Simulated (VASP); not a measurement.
Here is the system:

```
CELL_PARAMETERS angstrom
      6.17938     0.00000     0.00000
      0.00000     6.17938     0.00000
      0.00000     0.00000     6.17938
ATOMIC_POSITIONS crystal
  Cd 0.99156 0.99156 0.99156
  Cd 0.50844 0.50844 0.99156
  Cd 0.50844 0.99156 0.50844
  Cd 0.99156 0.50844 0.50844
  Te 0.25000 0.25000 0.25000
  Se 0.75000 0.75000 0.25000
  Se 0.75000 0.25000 0.75000
  Se 0.25000 0.75000 0.75000
```

Level of theory: PBEsol GGA, VASP's PBE PAW potentials (set 64) (plane waves; VASP). Settings: 400 eV cut-off, 4×4×4 Γ-centred mesh, tetrahedra with Blöchl corrections, potentials Cd Te Se.

The cores are frozen, which limits the accuracy of field gradients.

### Question
Give the principal components of the electric field gradient (V/Å²) and the asymmetry η at each nucleus.

### Answer

```csv
atom,Vxx,Vyy,Vzz,η
Cd1,0.6,0.6,-1.2,0.00
Cd2,0.6,0.6,-1.2,0.00
Cd3,0.6,0.6,-1.2,0.00
Cd4,0.6,0.6,-1.2,0.00
Te5,0.0,0.0,0.0,-
Se6,-22.0,-22.0,44.0,0.00
Se7,-22.0,-22.0,44.0,0.00
Se8,-22.0,-22.0,44.0,0.00
```

The structure was generated: Cd4Se3Te was put into an ordered model structure (P-43m), which need not be its known phase. It was relaxed first.
